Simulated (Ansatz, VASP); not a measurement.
# CsHf3: VASP beside Ansatz

```
Cs Hf
1.0
     4.68973    0.00000    0.00000
     0.00000    4.68973    0.00000
     0.00000    0.00000    4.68973
Cs Hf
1 3
Direct
  0.00000 0.00000 0.00000
  0.50000 0.50000 0.00000
  0.00000 0.50000 0.50000
  0.50000 0.00000 0.50000
```

Change from the starting cell: species swapped into the Ho3Er type (Pm-3m, No. 221).

Alike in both runs: functional PBE; k mesh 10 × 10 × 10; occupations gaussian, width 0.1 eV; no spin polarisation.

Ansatz relaxed the structure, and its values are those at the end. VASP's run is a single point on that final structure, the one shown.

```csv
,VASP,Ansatz
version,VASP 6.6.1,Ansatz 0.2.0
potentials or method,"VASP PAW PBE potentials, release 64 (Cs_sv, Hf_pv)","scalar-relativistic, plane waves, PAW"
plane-wave cutoff (eV),520,420
valence electrons in the cell,39,87
```

|  | VASP | Ansatz | Ansatz less VASP |
| --- | --- | --- | --- |
| gap on the k mesh at the Fermi level (eV) | none | none | - |
| pressure (GPa) | 0.1 | 0.0 | -0.11 |

A gap of «none» marks a metal or a gap that the smearing closes. With one functional, cell and mesh, what is left measures potentials, basis and numerics. The two sets of potentials don't hold the same shells in valence.

Spin-orbit coupling is left out, which matters for the levels of Cs, Hf.
